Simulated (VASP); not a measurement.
These are vdW-DF-cx, VASP's PBE PAW potentials (set 64) (plane waves; VASP) values and carry that method's errors.

The input files of a VASP run:

**POSCAR**
```
La2O3
1.0
  1.9975933557  -3.4599330938   0.0000000000
  1.9975933557   3.4599330938   0.0000000000
  0.0000000000   0.0000000000   6.1568814997
La O
2 3
direct
  0.3333330000   0.6666670000   0.2446140169
  0.6666670000   0.3333330000   0.7553859831
  1.0000000000   1.0000000000   0.0000000000
  0.3333330000   0.6666670000   0.6465339071
  0.6666670000   0.3333330000   0.3534660929
```

### KPOINTS
```
Automatic mesh
0
Gamma
7 7 4
0 0 0
```

### INCAR
```
AGGAC = 0.0
ALGO = Normal
EDIFF = 1E-7
EDIFFG = -0.01
ENCUT = 520
GGA = CX
IBRION = 2
ISIF = 4
ISMEAR = 0
LASPH = .TRUE.
LCHARG = .FALSE.
LMAXMIX = 6
LREAL = .FALSE.
LUSE_VDW = .TRUE.
LWAVE = .FALSE.
NELM = 100
NSW = 30
PREC = Accurate
SIGMA = 0.05
SYSTEM = La2O3
```

POTCAR, in this order: La O (PBE.64 set). Program: vasp_std.

The run wrote:

OUTCAR:
```
 ion  position               nearest neighbor table
   1  0.333  0.667  0.245-   5 2.40   5 2.40   5 2.40   4 2.47   3 2.75   3 2.75   3 2.75
   2  0.667  0.333  0.755-   4 2.40   4 2.40   4 2.40   5 2.47   3 2.75   3 2.75   3 2.75
   3  0.000  0.000  0.000-   1 2.75   2 2.75   2 2.75   1 2.75   2 2.75   1 2.75
   4  0.333  0.667  0.647-   2 2.40   2 2.40   2 2.40   1 2.47
   5  0.667  0.333  0.353-   1 2.40   1 2.40   1 2.40   2 2.47
  LATTYP: Found a hexagonal cell.
 ALAT       =     3.9951866325
 C/A-ratio  =     1.5410748148
 Subroutine PRICEL returns:
 Original cell was already a primitive cell.
 Subroutine GETGRP returns: Found 12 space group operations
The static configuration has the point symmetry D_3d.
The dynamic configuration has the point symmetry D_3d.
 Subroutine INISYM returns: Found 12 space group operations
 Subroutine IBZKPT returns following result:
 Found     28 irreducible k-points:

 Following reciprocal coordinates:
            Coordinates               Weight
  0.000000  0.000000  0.000000      1.000000
  0.142857  0.000000  0.000000      6.000000
  0.285714  0.000000  0.000000      6.000000
  0.428571  0.000000  0.000000      6.000000
  0.142857  0.142857  0.000000      6.000000
...
```

File OSZICAR:
```
...
DAV:  12    -0.332549516041E+02   -0.26493E-03   -0.20240E-03  2256   0.358E-01    0.691E-02
DAV:  13    -0.332549362530E+02    0.15351E-04   -0.10121E-03  2416   0.229E-01    0.142E-02
DAV:  14    -0.332549501155E+02   -0.13863E-04   -0.86768E-05  2040   0.786E-02    0.114E-02
DAV:  15    -0.332549490653E+02    0.10502E-05   -0.22651E-05  2576   0.405E-02    0.508E-03
DAV:  16    -0.332549489850E+02    0.80288E-07   -0.22932E-06  2232   0.118E-02    0.371E-03
DAV:  17    -0.332549487584E+02    0.22661E-06   -0.18797E-06  2048   0.934E-03    0.563E-04
DAV:  18    -0.332549487874E+02   -0.28974E-07   -0.15906E-07  1384   0.414E-03
   1 F= -.33254949E+02 E0= -.33254949E+02  d E =-.332549E+02
       N       E                     dE             d eps       ncg     rms          rms(c)
DAV:   1    -0.332672380335E+02   -0.12289E-01   -0.28666E+00  2232   0.201E+01    0.668E-01
DAV:   2    -0.332715530536E+02   -0.43150E-02   -0.15686E-01  2224   0.304E+00    0.411E-01
DAV:   3    -0.332691541316E+02    0.23989E-02   -0.14873E-02  2592   0.125E+00    0.207E-01
DAV:   4    -0.332686306832E+02    0.52345E-03   -0.32447E-03  2656   0.605E-01    0.880E-02
DAV:   5    -0.332686283648E+02    0.23184E-05   -0.14755E-03  2512   0.270E-01    0.428E-02
DAV:   6    -0.332686210723E+02    0.72925E-05   -0.18620E-04  2272   0.117E-01    0.229E-02
DAV:   7    -0.332686359548E+02   -0.14883E-04   -0.13546E-04  2416   0.827E-02    0.192E-02
DAV:   8    -0.332686297602E+02    0.61946E-05   -0.46486E-05  2248   0.490E-02    0.391E-03
DAV:   9    -0.332686302238E+02   -0.46362E-06   -0.54228E-06  2168   0.189E-02    0.158E-03
DAV:  10    -0.332686302902E+02   -0.66386E-07   -0.34395E-07  1776   0.575E-03
   2 F= -.33268630E+02 E0= -.33268630E+02  d E =-.136815E-01
       N       E                     dE             d eps       ncg     rms          rms(c)
DAV:   1    -0.332690631536E+02   -0.43293E-03   -0.14357E-01  2232   0.441E+00    0.149E-01
DAV:   2    -0.332692684424E+02   -0.20529E-03   -0.75728E-03  2200   0.676E-01    0.913E-02
DAV:   3    -0.332691530308E+02    0.11541E-03   -0.75139E-04  2624   0.287E-01    0.453E-02
DAV:   4    -0.332691283623E+02    0.24669E-04   -0.14836E-04  2648   0.130E-01    0.188E-02
DAV:   5    -0.332691292098E+02   -0.84753E-06   -0.68959E-05  2520   0.574E-02    0.953E-03
DAV:   6    -0.332691287372E+02    0.47260E-06   -0.12294E-05  2344   0.280E-02    0.443E-03
DAV:   7    -0.332691291843E+02   -0.44706E-06   -0.25179E-06  2512   0.131E-02    0.217E-03
DAV:   8    -0.332691291166E+02    0.67703E-07   -0.50075E-07  1488   0.571E-03
   3 F= -.33269129E+02 E0= -.33269129E+02  d E =-.141803E-01
       N       E                     dE             d eps       ncg     rms          rms(c)
DAV:   1    -0.332729035542E+02   -0.37744E-02   -0.62546E-01  1840   0.124E+01    0.397E-01
DAV:   2    -0.332733497524E+02   -0.44620E-03   -0.44517E-02  2448   0.251E+00    0.246E-01
DAV:   3    -0.332717125742E+02    0.16372E-02   -0.63208E-03  2664   0.943E-01    0.554E-02
DAV:   4    -0.332717028978E+02    0.96763E-05   -0.39120E-04  2200   0.170E-01    0.310E-02
DAV:   5    -0.332717060878E+02   -0.31899E-05   -0.47895E-05  2528   0.587E-02    0.157E-02
DAV:   6    -0.332717068704E+02   -0.78260E-06   -0.24155E-05  2304   0.352E-02    0.845E-03
DAV:   7    -0.332717068743E+02   -0.39181E-08   -0.40383E-06  2248   0.167E-02    0.329E-03
DAV:   8    -0.332717069521E+02   -0.77757E-07   -0.39896E-06  2088   0.127E-02    0.233E-03
DAV:   9    -0.332717068803E+02    0.71755E-07   -0.35413E-07  1376   0.650E-03
   4 F= -.33271707E+02 E0= -.33271707E+02  d E =-.257776E-02
       N       E                     dE             d eps       ncg     rms          rms(c)
DAV:   1    -0.332744741585E+02   -0.27672E-02   -0.89797E-01  1840   0.149E+01    0.476E-01
DAV:   2    -0.332751383952E+02   -0.66424E-03   -0.64053E-02  2472   0.302E+00    0.294E-01
DAV:   3    -0.332727918156E+02    0.23466E-02   -0.90542E-03  2672   0.113E+00    0.672E-02
DAV:   4    -0.332727756265E+02    0.16189E-04   -0.57215E-04  2216   0.204E-01    0.374E-02
DAV:   5    -0.332727803893E+02   -0.47629E-05   -0.74381E-05  2528   0.733E-02    0.192E-02
DAV:   6    -0.332727812991E+02   -0.90974E-06   -0.35257E-05  2336   0.425E-02    0.104E-02
DAV:   7    -0.332727815085E+02   -0.20940E-06   -0.56269E-06  2224   0.202E-02    0.406E-03
DAV:   8    -0.332727815777E+02   -0.69172E-07   -0.56634E-06  2168   0.152E-02    0.267E-03
DAV:   9    -0.332727815038E+02    0.73810E-07   -0.56101E-07  1720   0.737E-03
   5 F= -.33272782E+02 E0= -.33272782E+02  d E =-.365239E-02
       N       E                     dE             d eps       ncg     rms          rms(c)
DAV:   1    -0.332725371578E+02    0.24442E-03   -0.15413E-01  1768   0.293E+00    0.664E-02
DAV:   2    -0.332731526231E+02   -0.61547E-03   -0.68764E-03  2080   0.931E-01    0.412E-02
DAV:   3    -0.332731207677E+02    0.31855E-04   -0.23217E-04  2288   0.154E-01    0.269E-02
DAV:   4    -0.332730942073E+02    0.26560E-04   -0.16070E-04  2344   0.108E-01    0.848E-03
DAV:   5    -0.332730952703E+02   -0.10630E-05   -0.25542E-05  1920   0.407E-02    0.684E-03
DAV:   6    -0.332730952554E+02    0.14873E-07   -0.12740E-05  2424   0.269E-02    0.417E-03
DAV:   7    -0.332730951551E+02    0.10037E-06   -0.12584E-06  2168   0.932E-03    0.320E-03
DAV:   8    -0.332730950183E+02    0.13683E-06   -0.17577E-06  2000   0.870E-03    0.126E-03
DAV:   9    -0.332730950203E+02   -0.20959E-08   -0.92667E-08  1008   0.359E-03
   6 F= -.33273095E+02 E0= -.33273095E+02  d E =-.313517E-03
       N       E                     dE             d eps       ncg     rms          rms(c)
DAV:   1    -0.332723508172E+02    0.74420E-03   -0.24128E-01  1768   0.367E+00    0.835E-02
DAV:   2    -0.332733150121E+02   -0.96419E-03   -0.10778E-02  2096   0.116E+00    0.518E-02
DAV:   3    -0.332732641386E+02    0.50873E-04   -0.36186E-04  2288   0.191E-01    0.338E-02
DAV:   4    -0.332732227154E+02    0.41423E-04   -0.25356E-04  2368   0.136E-01    0.108E-02
DAV:   5    -0.332732242439E+02   -0.15285E-05   -0.40121E-05  1888   0.511E-02    0.843E-03
DAV:   6    -0.332732244304E+02   -0.18642E-06   -0.21646E-05  2432   0.346E-02    0.561E-03
DAV:   7    -0.332732241708E+02    0.25956E-06   -0.20228E-06  2184   0.118E-02    0.408E-03
DAV:   8    -0.332732239767E+02    0.19406E-06   -0.32233E-06  2024   0.115E-02    0.190E-03
DAV:   9    -0.332732239740E+02    0.27208E-08   -0.17888E-07  1248   0.472E-03
   7 F= -.33273224E+02 E0= -.33273224E+02  d E =-.442470E-03
       N       E                     dE             d eps       ncg     rms          rms(c)
DAV:   1    -0.332732211065E+02    0.28703E-05   -0.96021E-04  1784   0.231E-01    0.504E-03
DAV:   2    -0.332732248890E+02   -0.37826E-05   -0.42344E-05  2080   0.731E-02    0.332E-03
DAV:   3    -0.332732247056E+02    0.18340E-06   -0.14065E-06  2232   0.120E-02    0.219E-03
DAV:   4    -0.332732245519E+02    0.15369E-06   -0.84032E-07  2112   0.799E-03    0.491E-04
DAV:   5    -0.332732245617E+02   -0.97848E-08   -0.11302E-07   832   0.391E-03
   8 F= -.33273225E+02 E0= -.33273225E+02  d E =-.443058E-03
       N       E                     dE             d eps       ncg     rms          rms(c)
DAV:   1    -0.332731794681E+02    0.45084E-04   -0.57996E-03  1608   0.555E-01    0.196E-02
DAV:   2    -0.332732302518E+02   -0.50784E-04   -0.57291E-04  2240   0.245E-01    0.157E-02
DAV:   3    -0.332732303720E+02   -0.12026E-06   -0.37543E-05  2192   0.595E-02    0.106E-02
DAV:   4    -0.332732303526E+02    0.19467E-07   -0.87980E-06  2440   0.248E-02    0.567E-03
DAV:   5    -0.332732308920E+02   -0.53947E-06   -0.27507E-06  2416   0.135E-02    0.281E-03
DAV:   6    -0.332732309199E+02   -0.27876E-07   -0.16369E-06  2392   0.994E-03    0.930E-04
DAV:   7    -0.332732309434E+02   -0.23553E-07   -0.52519E-07  1752   0.549E-03
   9 F= -.33273231E+02 E0= -.33273231E+02  d E =-.638174E-05
```

**OUTCAR**
```
------------------------ aborting loop because EDIFF is reached ----------------------------------------
  FORCE on cell =-STRESS in cart. coord.  units (eV):
  Direction    XX          YY          ZZ          XY          YZ          ZX
  --------------------------------------------------------------------------------------
  Total       -3.2645142     -3.2645141     -3.2612153      0.0000000      0.0000000      0.0000000
  in kB      -61.4558973    -61.4558956    -61.3937954      0.0000000      0.0000000      0.0000000
  external PRESSURE =     -61.4351961 kB  Pullay stress =       0.0000000 kB
  volume of cell :       85.11
      direct lattice vectors                 reciprocal lattice vectors
     1.981190425 -3.431522428  0.000000000     0.252373519 -0.145707921 -0.000000000
     1.981190425  3.431522428 -0.000000000     0.252373519  0.145707921 -0.000000000
     0.000000000 -0.000000000  6.259253177    -0.000000000  0.000000000  0.159763469
 POSITION                                       TOTAL-FORCE (eV/Angst)
 -----------------------------------------------------------------------------------
      1.98119      1.14384      1.55830         0.000000     -0.000000     -0.008731
      1.98119     -1.14384      4.70095        -0.000000      0.000000      0.008731
      1.98119     -3.43152      0.00000         0.000000      0.000000      0.000000
      1.98119      1.14384      4.03345        -0.000000     -0.000000     -0.002219
      1.98119     -1.14384      2.22581         0.000000      0.000000      0.002219
 -----------------------------------------------------------------------------------
    total drift:                               -0.000000      0.000000      0.000000
  FREE ENERGIE OF THE ION-ELECTRON SYSTEM (eV)
  ---------------------------------------------------
  free  energy   TOTEN  =       -33.2732309434 eV

  energy  without entropy=      -33.2732309434  energy(sigma->0) =      -33.27323094

 reached required accuracy - stopping structural energy minimisation
```
(Selected blocks of OUTCAR.)

### CONTCAR
```
La2O3
   1.00000000000000
     1.9811904245947851   -3.4315224277814154    0.0000000000000000
     1.9811904245947851    3.4315224277814154   -0.0000000000000000
     0.0000000000000000   -0.0000000000000000    6.2592531769672579
  La              O
     2     3
Direct
     0.3333330000000032    0.6666669999999968    0.2489596302741784
     0.6666669999999968    0.3333330000000032    0.7510403697258216
     1.0000000000000000    0.0000000000000000    0.0000000000000000
     0.3333330000000032    0.6666669999999968    0.6443973064290152
     0.6666669999999968    0.3333330000000032    0.3556026935709848
```

The compound is La2O3 in the a-type structure. This cell is one point of a volume scan, at 1.06 of the reference volume. Symmetry was kept, so distortions that lower it aren't found.
